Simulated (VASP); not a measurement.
# Mg6TiSb (Amm2) in VASP: equation of state, part 2 of 2

VASP 6.6.1.

## Step 4: Equation of state, PBE, 21.26 Å³/atom (volume scaled by 0.98)

Contents of INCAR:

```
  PREC = Accurate
  ENCUT = 520
  EDIFF = 1E-7
  ISMEAR = -1
  SIGMA = 0.05
  LREAL = False
  LASPH = True
  NELM = 60
  ALGO = Normal
  ISIF = 2
  LWAVE = False
  LCHARG = False
  GGA = PE
  NBANDS = 24
```

Contents of KPOINTS:

```
Automatic mesh
0
Gamma
  5 5 5
```

Contents of POSCAR:

```
Mg6TiSb
1.0
    5.0172555960      0.0000000000      0.0000000000
    0.0000000000      3.1788908562      5.3329151961
    0.0000000000     -3.1788908562      5.3329151961
Sb Ti Mg
1 1 6
Direct
    0.0000000000      0.3257160000      0.3257160000
    0.5000000000      0.1689090000      0.1689090000
    0.0000000000      0.8334250000      0.8334250000
    0.0000000000      0.3317970000      0.8365510000
    0.0000000000      0.8365510000      0.3317970000
    0.5000000000      0.6649700000      0.6649700000
    0.5000000000      0.1628120000      0.6758200000
    0.5000000000      0.6758200000      0.1628120000
```

The run is started by

```console
cat potpaw_PBE.64/Sb/POTCAR potpaw_PBE.64/Ti_sv/POTCAR potpaw_PBE.64/Mg/POTCAR > POTCAR
mpirun -np 1 vasp_std > vasp.out
```

Run time: 81 s. Hardware: 1 thread of AMD EPYC 9R45 (Zen 5), shared host; peak memory 0.33 GiB.

It converged, with:

```
Free energy            : -21.0771 eV
Pressure               : 0.9 GPa
Largest force          : 0.077 eV/Å
Band gap on the k mesh : none (metal or under the smearing width)
```

## Step 5: Equation of state, PBE, 22.13 Å³/atom (volume scaled by 1.02)

Contents of INCAR:

```
SYSTEM = Mg6TiSb
ALGO     = Normal         ! electronic algorithm
EDIFF    = 1E-7           ! SCF threshold, eV
ENCUT    = 520            ! plane-wave cutoff, eV
GGA      = PE             ! functional
ISIF     = 2              ! what is computed and relaxed
ISMEAR   = -1             ! smearing method
LASPH    = .TRUE.         ! aspherical terms in the spheres
LCHARG   = .FALSE.        ! write CHGCAR
LREAL    = .FALSE.        ! projectors in reciprocal space
LWAVE    = .FALSE.        ! write WAVECAR
NBANDS   = 24             ! bands
NELM     = 80             ! most SCF steps
PREC     = Accurate       ! precision mode
SIGMA    = 0.05           ! smearing width, eV
```

Contents of KPOINTS:

```
k-points
0
G
  5 5 5
  0 0 0
```

Changes to POSCAR since step 4:

```diff
@@ -2,5 +2,5 @@
 1.0
-    5.0172555960      0.0000000000      0.0000000000
-    0.0000000000      3.1788908562      5.3329151961
-    0.0000000000     -3.1788908562      5.3329151961
+    5.0846093458      0.0000000000      0.0000000000
+    0.0000000000      3.2215656243      5.4045064932
+    0.0000000000     -3.2215656243      5.4045064932
 Sb Ti Mg
```

Potentials or basis: VASP PAW PBE potentials, release 64 (Sb, Ti_sv, Mg).

The run is started by

```console
cat potpaw_PBE.64/Sb/POTCAR potpaw_PBE.64/Ti_sv/POTCAR potpaw_PBE.64/Mg/POTCAR > POTCAR
mpirun -np 1 vasp_std > vasp.out
```

OUTCAR:

```text
SYSTEM = Mg6TiSb
   EDIFF = 1E-7
   ENCUT = 520
   GGA = PE
   ISIF = 2
   ISMEAR = -1
   LASPH = .TRUE.
   LREAL = .FALSE.
   NELM = 80
   PREC = Accurate

 Found     27 irreducible k-points:

 Following reciprocal coordinates:
            Coordinates               Weight
  0.000000  0.000000  0.000000      1.000000
  0.200000  0.000000  0.000000      2.000000
  0.400000  0.000000  0.000000      2.000000
  0.000000  0.200000 -0.000000      4.000000
  0.200000  0.200000 -0.000000      8.000000
  0.400000  0.200000 -0.000000      8.000000
   k-points           NKPTS =     27   k-points in BZ     NKDIM =     27   number of bands    NBANDS=     24
   number of dos      NEDOS =    301   number of ions     NIONS =      8
   total plane-waves  NPLWV =  92160
   dimension x,y,z NGX =    40 NGY =   48 NGZ =   48
   dimension x,y,z NGXF=    80 NGYF=   96 NGZF=   96
   ions per type =               1   1   6
   NGX,Y,Z   is equivalent  to a cutoff of  13.08, 12.68, 12.68 a.u.
   NGXF,Y,Z  is equivalent  to a cutoff of  26.16, 25.37, 25.37 a.u.
 SYSTEM =  Mg6TiSb
   PREC   = accura    normal or accurate (medium, high low for compatibility)
   ISTART =      0    job   : 0-new  1-cont  2-samecut
[... 65 lines left out ...]
      1     -53.0187      2.00000
      2     -29.3425      2.00000
      3     -29.2540      2.00000
      4     -29.2351      2.00000
      5      -5.7764      2.00000
      6      -0.9934      2.00000
[... 151 lines left out ...]
     23       6.9106      0.00000
     24       7.9896      0.00000

 [... further k-points ...]

------------------------ aborting loop because EDIFF is reached ----------------------------------------

  FORCE on cell =-STRESS in cart. coord.  units (eV):
  Direction    XX          YY          ZZ          XY          YZ          ZX
  --------------------------------------------------------------------------------------
  -------------------------------------------------------------------------------------
  Total       -1.5897646     -0.8591311     -0.8944660      0.0000000      0.0000000      0.0000000
  in kB      -14.3857590     -7.7742666     -8.0940111      0.0000000      0.0000000      0.0000000
  external PRESSURE =     -10.0846789 kB  Pullay stress =       0.0000000 kB

 VOLUME and BASIS-vectors are now :
 -----------------------------------------------------------------------------
  energy-cutoff  :      520.00
  volume of cell :      177.06
      direct lattice vectors                 reciprocal lattice vectors
     5.084609346  0.000000000  0.000000000     0.196671943  0.000000000  0.000000000
     0.000000000  3.221565624  5.404506493     0.000000000  0.155204040  0.092515385
     0.000000000 -3.221565624  5.404506493     0.000000000 -0.155204040  0.092515385

 POSITION                                       TOTAL-FORCE (eV/Angst)
 -----------------------------------------------------------------------------------
      0.00000      0.00000      3.52067         0.000000      0.000000     -0.100178
      2.54230      0.00000      1.82574         0.000000      0.000000      0.070222
      0.00000      0.00000      9.00850         0.000000      0.000000     -0.003778
      0.00000     -1.62610      6.31434         0.000000     -0.002251     -0.013176
      0.00000      1.62610      6.31434         0.000000      0.002251     -0.013176
      2.54230      0.00000      7.18767         0.000000      0.000000     -0.008061
      2.54230     -1.65269      4.53239         0.000000     -0.073044      0.034074
      2.54230      1.65269      4.53239         0.000000      0.073044      0.034074
 -----------------------------------------------------------------------------------
    total drift:                                0.000000     -0.000000      0.000409

  FREE ENERGIE OF THE ION-ELECTRON SYSTEM (eV)
  ---------------------------------------------------
  free  energy   TOTEN  =       -21.0739224679 eV

  energy  without entropy=      -21.0123735992  energy(sigma->0) =      -21.04314803
```

OSZICAR:

```text
N       E                     dE             d eps       ncg     rms          rms(c)
DAV:   1     0.139289660002E+03    0.13929E+03   -0.11470E+04  1336   0.990E+02
DAV:   2    -0.687754711050E+01   -0.14617E+03   -0.13988E+03  1448   0.230E+02
DAV:   3    -0.220903365522E+02   -0.15213E+02   -0.14879E+02  2240   0.595E+01
DAV:   4    -0.229470558795E+02   -0.85672E+00   -0.85020E+00  1672   0.132E+01
DAV:   5    -0.229991980616E+02   -0.52142E-01   -0.52135E-01  1960   0.282E+00    0.928E+00
DAV:   6    -0.273110872160E+02   -0.43119E+01   -0.29900E+01  1720   0.299E+01    0.264E+01
DAV:   7    -0.214499378755E+02    0.58611E+01   -0.51876E+01  1816   0.369E+01    0.510E+00
DAV:   8    -0.210905154908E+02    0.35942E+00   -0.13409E+00  1680   0.740E+00    0.742E-01
DAV:   9    -0.211089247889E+02   -0.18409E-01   -0.27716E-01  1912   0.280E+00    0.188E+00
DAV:  10    -0.210743282811E+02    0.34597E-01   -0.12074E-01  1736   0.235E+00    0.305E-01
DAV:  11    -0.210740040918E+02    0.32419E-03   -0.49025E-03  1560   0.433E-01    0.109E-01
DAV:  12    -0.210739232071E+02    0.80885E-04   -0.47313E-04  1736   0.113E-01    0.280E-02
DAV:  13    -0.210739233342E+02   -0.12709E-06   -0.27628E-05  1880   0.253E-02    0.115E-02
DAV:  14    -0.210739227960E+02    0.53823E-06   -0.27746E-06  1840   0.107E-02    0.544E-03
DAV:  15    -0.210739223980E+02    0.39798E-06   -0.14821E-06  1880   0.819E-03    0.183E-03
DAV:  16    -0.210739224679E+02   -0.69855E-07   -0.73842E-08   960   0.194E-03
   1 F= -.21073922E+02 E0= -.21043148E+02  d E =-.615489E-01
```

stdout:

```text
POSCAR found type information on POSCAR SbTiMg
 POSCAR found :  3 types and       8 ions
 scaLAPACK will be used
 LDA part: xc-table for (Slater+PW92), standard interpolation
 POSCAR, INCAR and KPOINTS ok, starting setup
 FFT: planning ... GRIDC
 FFT: planning ... GRID_SOFT
 FFT: planning ... GRID
 WAVECAR not read
 entering main loop
```

Wall time 81 s (1 thread of AMD EPYC 9R45 (Zen 5), shared host); peak memory 0.34 GiB.

Results:

| Property | Result |
| --- | --- |
| Free energy | -21.0739 eV |
| Pressure | -1.0 GPa |
| Largest force | 0.100 eV/Å |
| Band gap on the k mesh | none (metal or under the smearing width) |

## Step 6: Equation of state, PBE, 22.57 Å³/atom (volume scaled by 1.04)

Contents of INCAR:

```
PREC = Accurate
ENCUT = 520
EDIFF = 1E-7
ISMEAR = -1
SIGMA = 0.05
LREAL = F
LASPH = T
NELM = 60
ALGO = Normal
ISIF = 2
LWAVE = F
LCHARG = F
GGA = PE
NBANDS = 24
```

Contents of KPOINTS:

```
regular mesh
0
Gamma
  5 5 5
```

Changes to POSCAR since step 5:

```diff
@@ -2,5 +2,5 @@
 1.0
-    5.0846093458      0.0000000000      0.0000000000
-    0.0000000000      3.2215656243      5.4045064932
-    0.0000000000     -3.2215656243      5.4045064932
+    5.1176272147      0.0000000000      0.0000000000
+    0.0000000000      3.2424854678      5.4396016746
+    0.0000000000     -3.2424854678      5.4396016746
 Sb Ti Mg
```

Potentials or basis: VASP PAW PBE potentials, release 64 (Sb, Ti_sv, Mg).

The run is started by

```console
cat potpaw_PBE.64/Sb/POTCAR potpaw_PBE.64/Ti_sv/POTCAR potpaw_PBE.64/Mg/POTCAR > POTCAR
mpirun -np 1 vasp_std > vasp.out
```

Run time: 84 s. Hardware: 1 thread of AMD EPYC 9R45 (Zen 5), shared host; peak memory 0.34 GiB.

Results (log left out):

| Item | Value |
| --- | --- |
| Free energy | -21.0431 eV |
| Pressure | -1.8 GPa |
| Largest force | 0.132 eV/Å |
| Band gap on the k mesh | none (metal or under the smearing width) |

## Step 7: Equation of state, PBE, 23.00 Å³/atom (volume scaled by 1.06)

Contents of INCAR:

```
SYSTEM = Mg6TiSb
PREC = Accurate
ENCUT = 520
EDIFF = 1E-7
ISMEAR = -1
SIGMA = 0.05
LREAL = .FALSE.
LASPH = .TRUE.
NELM = 100
ALGO = Normal
ISIF = 2
LWAVE = .FALSE.
LCHARG = .FALSE.
GGA = PE
NBANDS = 24
```

Contents of KPOINTS:

```
Automatic mesh
0
G
  5 5 5
  0 0 0
```

Changes to POSCAR since step 6:

```diff
@@ -2,5 +2,5 @@
 1.0
-    5.1176272147      0.0000000000      0.0000000000
-    0.0000000000      3.2424854678      5.4396016746
-    0.0000000000     -3.2424854678      5.4396016746
+    5.1502244453      0.0000000000      0.0000000000
+    0.0000000000      3.2631387983      5.4742497531
+    0.0000000000     -3.2631387983      5.4742497531
 Sb Ti Mg
```

The run is started by

```console
cat potpaw_PBE.64/Sb/POTCAR potpaw_PBE.64/Ti_sv/POTCAR potpaw_PBE.64/Mg/POTCAR > POTCAR
mpirun -np 1 vasp_std > vasp.out
```

Wall time 88 s (1 thread of AMD EPYC 9R45 (Zen 5), shared host); peak memory 0.34 GiB.

It converged, with:

```yaml
Free_energy: -20.9952 eV
Pressure: -2.6 GPa
Largest_force: 0.162 eV/Å
Band_gap_on_the_k_mesh: none (metal or under the smearing width)
```

## Step 8: Equation of state, PBE

Potentials or basis: VASP PAW PBE potentials, release 64 (Sb, Ti_sv, Mg).

No new run: the results of the series are fitted here.

What came out:

```yaml
Equilibrium_volume: 21.66 Å³/atom
Bulk_modulus_at_fixed_shape_and_positions: 48 GPa
Pressure_derivative_of_the_bulk_modulus: 4.1
```

Energy against volume, from the lowest point:
```csv
volume (Å³/atom),energy (meV/atom)
20.396,12.31
20.830,5.11
21.264,1.11
21.698,0.00
22.132,1.50
22.566,5.36
23.000,11.35
```

Caveat: the cell was scaled at fixed shape and fractional positions, which overstates the stiffness of a crystal with free parameters, most of all of layers and chains. Spin-orbit coupling is left out, which matters for the levels of Sb.
